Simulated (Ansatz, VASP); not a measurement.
# Cross-check of PtSe2 (Sudovikovite) between VASP and Ansatz

Aim: how closely do two programs agree when they are given the same cell, functional and k mesh? The cell is taken from a series of runs on this material, whose earlier steps may have relaxed, scaled, displaced or heated it; both programs get it as it stands.

Method: plane waves, with VASP 6.6.1 beside it; single point at LDA, in Ansatz 0.2.0.

### Step 1. The starting structure

The structure is trigonal, space group P-3m1 (No. 164). The conventional cell has a = 3.724 Å, b = 3.724 Å, c = 5.062 Å, α = 90.00°, β = 90.00°, γ = 120.00°. Nearest to Pt lie 6 Se at 2.51 Å. Nearest to Se lie 3 Pt at 2.51 Å. Farther neighbours and most contacts between anions are not listed.

### Step 2. Ansatz: single point, LDA

Ansatz runs on its default PAW (the set named soft_2) files.

With cell and atoms fixed, the geometry can't cause a difference; cores, projectors, grids and the points listed under the comparison can.

Input file input.yaml:

```yaml
crystal:
  lattice:
    - [3.724, 0.0, 0.0]
    - [-1.862, 3.2250786, 0.0]
    - [0.0, 0.0, 5.062]
  atoms:
    - { symbol: Pt, position: [0.0, 0.0, 0.0] }
    - { symbol: Se, position: [0.66666667, 0.33333333, 0.74486483] }
    - { symbol: Se, position: [0.33333333, 0.66666667, 0.25513517] }
hamiltonian:
  xc: lda
  pseudopotentials: { kind: paw }
kpoints:
  mp_grid: { grid: [7, 7, 5] }
scf:
  occupations: { method: gaussian, width: 0.01 }
  n_extra_bands: 4
output:
  forces: true
  stress: true
  eigenvalues: true
```

The run is started by

```bash
$ ansatz run input.yaml --threads 2 --pin off --max-ram 4608MiB --backend cpu --events-out ev --progress --plain --runs-dir out
```

Numbers of over 12 decimals in the logs are rounded to 6 here.

Output:

```text
scf.n_extra_bands = 4 over 25 filled bands (N_el = 50.0): the run solves 29 bands
Engine: ansatz 0.2.0, aarch64-unknown-linux-gnu
Pseudopotentials: kind: paw
Pseudopotential: Pt, paw, valence charge 18, recommended cutoff 420 eV (normal), Pt.paw.azcp
Pseudopotential: Se, paw, valence charge 16, recommended cutoff 420 eV (normal), Se.paw.azcp
Functional definition: SPW92
  exchange = slater_x
  correlation = pw_c
Crystal: 3 atoms, lattice volume = 60.796 Å³
Basis set: ecut = 420 eV, 1205 PW (Γ)
Bands: 29, of which v1, the nominal top of the filled ones, is band 25 counted from 1 (24 counted from 0)
Symmetry: 12 space group operations
Space group: P-3m1 (ITA 164), of the structure as read, at distance tolerance 3.9e-5 Å
k-points: 32 of 245
Non-local potential: Pt, projectors of the file, l = 0: 3, l = 1: 2, l = 2: 2, l = 3: 1
Non-local potential: Se, projectors of the file, l = 0: 2, l = 1: 2, l = 2: 3, l = 3: 1
PAW form: soft (Blöchl's): semilocal exchange-correlation on the pseudo side does not see the compensation charge
PAW frozen core: Pt, regenerated for the run's functional, and the local potential with it (the file was generated under x = pbe(κ = 0.804, μ = 0.219515), c = pbe(β = 0.066725))
PAW frozen core: Se, regenerated for the run's functional, and the local potential with it (the file was generated under x = pbe(κ = 0.804, μ = 0.219515), c = pbe(β = 0.066725))
PAW one-centre angular grid: Pt, 590 points (default); XC on 64 Gauss nodes
PAW one-centre angular grid: Se, 590 points (default); XC on 64 Gauss nodes
Initial density: superposition of atomic densities (neutral atoms: chi_scale 0, normalization atom), corrected by the library's trained network
Initial wavefunctions: pseudopotential atomic-orbital guess
Functional: x = slater, c = lda
SCF iter   1: F=—  HF=-23012.750229 eV  |F-HF|=—  |Δ(HF+E_count)|=         —  Δρ=4.92e-3  dr2=6.01e-3  ethr=1.77e-3  ⟨swp⟩=6.2  Hψ=3588  notcnv=0
preconditioner: auto → LDOS  [insulator: Δε(μ)=0.353 eV  Ē_g=9.188 eV  σ=0.010 eV  W_gap=0.57  n_scr=22 (ndim 8)  ℏωp=22.3 eV  f_vac=0.032  D(μ)=7.86/eV (n_scr^D=108)  ε∞_Penn≈6.9  β→1.0]
SCF iter   2: F=—  HF=-23012.750524 eV  |F-HF|=—  |Δ(HF+E_count)|=   2.95e-4  Δρ=1.14e-3  dr2=1.67e-3  ethr=1.20e-5  ⟨swp⟩=2.2  Hψ=1991  notcnv=0  defer=2
SCF iter   3: F=—  HF=-23012.750071 eV  |F-HF|=—  |Δ(HF+E_count)|=   4.54e-4  Δρ=8.08e-4  dr2=5.00e-4  ethr=3.33e-6  ⟨swp⟩=2.0  Hψ=1724  notcnv=0  defer=2
SCF iter   4: F=—  HF=-23012.750003 eV  |F-HF|=—  |Δ(HF+E_count)|=   6.78e-5  Δρ=5.83e-4  dr2=3.83e-4  ethr=1.00e-6  ⟨swp⟩=3.0  Hψ=1703  notcnv=0  defer=2
SCF iter   5: F=—  HF=-23012.749969 eV  |F-HF|=—  |Δ(HF+E_count)|=   3.42e-5  Δρ=4.61e-4  dr2=1.87e-4  ethr=7.66e-7  ⟨swp⟩=1.0  Hψ=926  notcnv=0  defer=2
SCF iter   6: F=—  HF=-23012.749932 eV  |F-HF|=—  |Δ(HF+E_count)|=   3.68e-5  Δρ=1.00e-4  dr2=1.13e-5  ethr=3.75e-7  ⟨swp⟩=2.0  Hψ=1018  notcnv=0  defer=2
SCF iter   7: F=—  HF=-23012.749932 eV  |F-HF|=—  |Δ(HF+E_count)|=   1.17e-7  Δρ=1.92e-5  dr2=2.65e-7  ethr=2.26e-8  ⟨swp⟩=2.0  Hψ=1116  notcnv=0  defer=2
SCF iter   8: F=-23012.749932 eV  HF=-23012.749932 eV  |F-HF|=4.03e-9  |Δ(HF+E_count)|=   1.47e-8  Δρ=5.24e-6  dr2=1.67e-8  ethr=2.00e-10  ⟨swp⟩=5.1  Hψ=3843  notcnv=0
SCF 1 converged in 8 iterations: F = -23012.749932 eV  dr2 = 1.67e-8
  greatest PAW one-centre occupation: 1.000 electrons in one spin orbital (limit 2), on the Se atom at site 2 (counted from 0), in its partial waves of l = 2
SCF converged after 8 iterations
Free energy (F): -23012.749932 eV
Harris-Foulkes:  -23012.749932 eV  (|F-HF|=4.03e-9)
Internal energy: -23012.749534 eV  (E = F + TS)
E sigma→0 (E₀):  -23012.749733 eV
Entropy (-TS):   -0.000398 eV (-0.133 meV/atom)
Fermi energy:    12.956659 eV
--- Per-component energies (eV) ---
  E_band       = -977.058412
  E_kinetic    = 876.495775
  E_local      = -6751.544817  (includes V_loc(G=0)·N_el)
  E_nonlocal   = -969.647162
  E_hartree    = 3119.717149
  E_xc         = -468.104855
  E_vxc        = -500.434040  (∫ρ·V_xc dr)
  E_paw        = -12833.255256  (= ΣΔE_a)
  E_vpaw       = 128.637304  (= ΣTr[D̂ρ^β])
  E_aug_tail   = -0.001042  (compensation charges beyond the density's cutoff)
  E_ewald      = -5991.307921
  E_core_change = 4.898594  (= ΣΔE_core)
  E_smearing   = -0.000398  (= −TS)
  E_closure    = -0.000000  (closes the sum)
  Σ components = -23012.749932   (vs F -23012.749932, Δ=0.00e0)
--- Forces (eV/Å), atoms counted from 1 ---
  atom   1  Pt     0.00000000     0.00000000     0.00000000
  atom   2  Se     0.00000000     0.00000000     0.08883837
  atom   3  Se     0.00000000    -0.00000000    -0.08883837
  max |Σ_I F_I| component: 2.31e-18 eV/Å
--- Stress (GPa, compression-positive) ---
       -1.637457       0.000000       0.000000
       -0.000000      -1.637457      -0.000000
        0.000000      -0.000000      -3.059386
  P = ⅓ Tr σ = -2.1114 GPa (-21.114 kbar)
--- Band table (eV; the first three rows and the last of 32) ---
  k-point 0: bands = [... 21 lower, 10.3701, 11.9491, 11.9491, 13.4220, 14.3116, 14.3116, 16.4620, 16.9125]
  k-point 1: bands = [... 21 lower, 10.3291, 11.7605, 11.7605, 12.5101, 14.6265, 14.6265, 16.7937, 17.8108]
  k-point 2: bands = [... 21 lower, 10.0611, 11.3576, 11.5034, 11.5034, 15.1325, 15.1325, 17.5367, 18.9958]
  k-point 31: bands = [... 21 lower, 9.3325, 9.4750, 10.3685, 10.7491, 14.3947, 14.9091, 18.8651, 19.7480]
```

The run ends at a pressure of -2.11 GPa, with forces up to 0.089 eV/Å.

### Step 3. VASP: single point, LDA

The same cell, functional (in two slightly different forms), mesh and smearing now go to VASP, with its own data sets and cutoff.

Lines of VASP's logs that name or quote its potential files are left out, and so is its time.

Input file INCAR:

```
SYSTEM = PtSe2
PREC = Accurate
ENCUT = 430
EDIFF = 1E-06
NELM = 100
ISMEAR = 0
SIGMA = 0.01
LREAL = .FALSE.
ALGO = Normal
GGA = CA
NBANDS = 21
LORBIT = 11
LWAVE = .FALSE.
LCHARG = .FALSE.
KPAR = 2
ISIF = 2
```

Input file POSCAR:

```
PtSe2
1.0
    3.7240000000      0.0000000000      0.0000000000
   -1.8620000000      3.2250786000      0.0000000000
    0.0000000000      0.0000000000      5.0620000000
Pt Se
1 2
Direct
    0.0000000000      0.0000000000      0.0000000000
    0.6666666700      0.3333333300      0.7448648300
    0.3333333300      0.6666666700      0.2551351700
```

Input file KPOINTS:

```
Automatic mesh
0
Gamma
7 7 5
0 0 0
```

Potentials, in the order of the species: Pt_sv_GW and Se_GW (LDA family, release 64).

The run is started by

```bash
$ mpirun -np 2 vasp_std
```

Output:

```text
[banner, memory and clock lines left out]
running    2 mpi-ranks, on    1 nodes
 distrk:  each k-point on    1 cores,    2 groups
 distr:  one band on    1 cores,    1 groups

 POSCAR found type information on POSCAR PtSe
 POSCAR found :  2 types and       3 ions
 LDA part: xc-table for (Slater(with rela. corr.)+CA(PZ))
 , standard interpolation
 POSCAR, INCAR and KPOINTS ok, starting setup
 FFT: planning ... GRIDC
 FFT: planning ... GRID_SOFT
 FFT: planning ... GRID
 WAVECAR not read
 entering main loop
       N       E                     dE             d eps       ncg     rms          rms(c)
DAV:   1     0.143635659858E+03    0.14364E+03   -0.15915E+04  1752   0.117E+03
DAV:   2    -0.127446982680E+02   -0.15638E+03   -0.14933E+03  1796   0.301E+02
DAV:   3    -0.199829989421E+02   -0.72383E+01   -0.70917E+01  1663   0.547E+01
DAV:   4    -0.200981183402E+02   -0.11512E+00   -0.11496E+00  1526   0.668E+00
DAV:   5    -0.201003832072E+02   -0.22649E-02   -0.22646E-02  1718   0.841E-01    0.684E+01
DAV:   6    -0.176783385578E+02    0.24220E+01   -0.28448E+01  1704   0.345E+01    0.499E+01
DAV:   7    -0.170561517291E+02    0.62219E+00   -0.70221E+00  1515   0.222E+01    0.223E+01
DAV:   8    -0.168460786354E+02    0.21007E+00   -0.88682E-01  1419   0.718E+00    0.591E-01
DAV:   9    -0.168522465577E+02   -0.61679E-02   -0.93047E-02  1504   0.190E+00    0.812E-01
DAV:  10    -0.168513418822E+02    0.90468E-03   -0.32484E-03  1557   0.483E-01    0.199E-01
DAV:  11    -0.168513162402E+02    0.25642E-04   -0.62591E-04  1549   0.166E-01    0.427E-02
DAV:  12    -0.168513167179E+02   -0.47774E-06   -0.87378E-06  1633   0.257E-02
   1 F= -.16851317E+02 E0= -.16851119E+02  d E =-.396014E-03
```

From OUTCAR (step 3):

```text
ion  position               nearest neighbor table
   1  0.000  0.000  0.000-   2 2.51   3 2.51   3 2.51   2 2.51   2 2.51   3 2.51
   2  0.667  0.333  0.745-   1 2.51   1 2.51   1 2.51
   3  0.333  0.667  0.255-   1 2.51   1 2.51   1 2.51

  LATTYP: Found a hexagonal cell.
 ALAT       =     3.7240000000
 C/A-ratio  =     1.3592910849

 Subroutine GETGRP returns: Found 12 space group operations
 (whereof 12 operations were pure point group operations)

The static configuration has the point symmetry D_3d.

 Found     32 irreducible k-points:

   k-points           NKPTS =     32   k-points in BZ     NKDIM =     32   number of bands    NBANDS=     21

   dimension x,y,z NGX =    28 NGY =   28 NGZ =   36
   dimension x,y,z NGXF=    56 NGYF=   56 NGZF=   72

   ENCUT  =  430.0 eV  31.60 Ry    5.62 a.u.   6.30  6.30  8.56*2*pi/ulx,y,z

   NELECT =      30.0000    total number of electrons

 k-points in reciprocal lattice and weights: Automatic mesh
   0.00000000  0.00000000  0.00000000       0.004
   0.14285714  0.00000000  0.00000000       0.024
   0.28571429  0.00000000  0.00000000       0.024
   0.42857143 -0.00000000  0.00000000       0.024
   0.14285714  0.14285714  0.00000000       0.024
   0.28571429  0.14285714  0.00000000       0.049
   0.42857143  0.14285714  0.00000000       0.024
   0.28571429  0.28571429  0.00000000       0.024
   0.00000000  0.00000000  0.20000000       0.008
[...]
0.42857143  0.14285714  0.40000000       0.049
   0.28571429  0.28571429  0.40000000       0.049

 average (electrostatic) potential at core
       1 -89.0926       2 -59.0172       3 -59.0172

 E-fermi :   6.3005

 k-point     1 :       0.0000    0.0000    0.0000
  band No.  band energies     occupation
    ...
     10       2.3865      2.00000
     11       2.3865      2.00000
     12       3.7310      2.00000
     13       5.3178      2.00000
     14       5.3178      2.00000
     15       6.7885      0.00000
     16       7.6619      0.00000
     17       7.6619      0.00000
     18       9.8233      0.00000
     19      10.3108      0.00000
    ...

 k-point     2 :       0.1429    0.0000    0.0000
  band No.  band energies     occupation
    ...
     11       2.2480      2.00000
     12       3.3142      2.00000
     13       4.6569      2.00000
     14       5.0727      2.00000
     15       5.9829      2.00000
     16       7.6563      0.00000
     17       7.7740      0.00000
     18      11.0211      0.00000
     19      11.4776      0.00000
     20      13.1186      0.00000
    ...

 k-point     3 :       0.2857    0.0000    0.0000
  band No.  band energies     occupation
    ...
     11       2.1251      2.00000
     12       2.7979      2.00000
     13       4.0365      2.00000
     14       4.3115      2.00000
     15       4.6508      2.00000
     16       7.5448      0.00000
     17       8.1927      0.00000
     18      11.0428      0.00000
     19      12.7155      0.00000
     20      13.8978      0.00000
    ...

  Total       -0.8843725     -0.8843725     -1.5047107     -0.0000000      0.0000000      0.0000000
  in kB      -23.3063203    -23.3063202    -39.6544090     -0.0000000      0.0000000      0.0000000
  external PRESSURE =     -28.7556832 kB  Pullay stress =       0.0000000 kB

  energy-cutoff  :      430.00
  volume of cell :       60.80
      direct lattice vectors                 reciprocal lattice vectors
     3.724000000  0.000000000  0.000000000     0.268528464  0.155034981  0.000000000
    -1.862000000  3.225078600  0.000000000     0.000000000  0.310069962  0.000000000
     0.000000000  0.000000000  5.062000000     0.000000000  0.000000000  0.197550375

 POSITION                                       TOTAL-FORCE (eV/Angst)
 -----------------------------------------------------------------------------------
      0.00000      0.00000      0.00000        -0.000000      0.000000      0.000000
      1.86200      1.07503      3.77051        -0.000000      0.000000      0.019438
     -0.00000      2.15005      1.29149         0.000000     -0.000000     -0.019438
 -----------------------------------------------------------------------------------
    total drift:                                0.000000      0.000000      0.000000

  FREE ENERGIE OF THE ION-ELECTRON SYSTEM (eV)
  ---------------------------------------------------
  free  energy   TOTEN  =       -16.8513167179 eV

  energy  without entropy=      -16.8509207039  energy(sigma->0) =      -16.85111871

 total charge
# of ion       s       p       d       f       tot
--------------------------------------------------
    1        4.633   6.103   7.881   0.023  18.640
    2        1.485   2.190   0.068   0.000   3.744
    3        1.485   2.190   0.068   0.000   3.744
--------------------------------------------------
tot          7.604  10.483   8.017   0.023  26.128

[... 3 further parts left out ...]
```

The run ends at a pressure of -2.88 GPa, with forces up to 0.019 eV/Å.

### Step 4. Comparison

Known differences besides the potentials themselves: the two LDA forms differ slightly; the data sets hold 50 valence electrons in Ansatz (default PAW (the set named soft_2) files) and 30 in VASP; the cutoff is 420 eV in Ansatz and 430 eV in VASP; VASP's log shows a relativistic correction to its local exchange, Ansatz's none. Total energies have different zeros and are not compared.

The two programs side by side:

| quantity | Ansatz | VASP | difference |
| --- | --- | --- | --- |
| pressure (GPa) | -2.11 | -2.88 | +0.76 |

At this near-relaxed geometry the largest component of a force difference is 69 meV/Å.

### Step 5. Outcome

```yaml
r_m_s_force_difference_single_point_lda: 33 meV/Å
difference_in_pressure_single_point_lda: 0.76 GPa
```

What this shows: The r.m.s. force difference is 33 meV/Å (single point, LDA), beyond the 12 meV/Å picked in this series as the mark of a large difference. What causes the difference of the single point, LDA pair stays open here. How closely two codes agree says nothing of how well the functional describes the real material.

[Lines on the potential files, build, host, timing and source positions are cut from VASP's logs without a mark.]

[Logs are printed without paths, hosts, clocks, repeated set-up lines and the standing remarks that a program may print on its own settings, such as how far it seeks lower states.]

[Hosts, paths, dates, database ids (printed as entryN), source tags and the programs' standing remarks are cut or masked in the printed files.]
